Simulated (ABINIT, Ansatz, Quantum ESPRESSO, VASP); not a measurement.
## One structure in several programs: Ca2Ge (Fm-3m, 3 atoms in the cell)

Self-consistent single point.

```xyz
3
Lattice="0.0000 3.6649 3.6649 3.6649 0.0000 3.6649 3.6649 3.6649 0.0000" Properties=species:S:1:pos:R:3 pbc="T T T"
Ca     5.4973     5.4973     5.4973
Ca     1.8324     1.8324     1.8324
Ge     0.0000     0.0000     0.0000
```

Shared settings, as Ansatz (a quantum-chemistry and plane-wave program) writes them: kpoints.mp_grid.grid = 4 4 4; magnetization.spin_orbit = true; scf.occupations.method = fixed. Potentials and cutoffs stand in the table.

```csv
code,model,pressure (GPa),gap on the mesh (eV),cutoff
Quantum ESPRESSO,"PBEsol, spin-orbit coupling, PseudoDojo fully relativistic norm-conserving (PBESOL) pseudopotentials",-2.86,0.565,80 Ry
Ansatz,"PBEsol with spin-orbit coupling, PAW files made with PBE",-2.86,0.565,default
ABINIT,"PBEsol, spin-orbit coupling, norm-conserving pseudopotentials (PseudoDojo nc-fr-04 PBEsol standard)",-2.86,0.565,78 Ry
VASP,"PBEsol, spin-orbit coupling, VASP's PBE PAW potentials (set 64)",–,0.563,300 eV
```

A dash marks a value that a program does not give, or that is left out as unsure.

Gaps are read on the mesh.

The spread over the programs that give each value: pressure within 0.00 GPa; gap on the mesh within 0.002 eV.

Ansatz's pressure is given at a fixed set of plane waves, as the other plane-wave codes print theirs.

VASP's run is marked for a possible Pulay error in its stress at this cutoff; no cutoff test was made.

VASP ran the fixed occupations as a Gaussian smearing of 0.01 eV.

The starting cell comes from a database of computed structures (which also holds hypothetical and non-ambient phases and stackings), without a prior relaxation at this level. Its lattice was rescaled by a random factor within 2.5 % of one.

Left out of this page: Elk, FLEUR and SIESTA (not drawn, or without a comparable value).

Keys are those of Ansatz 0.2.
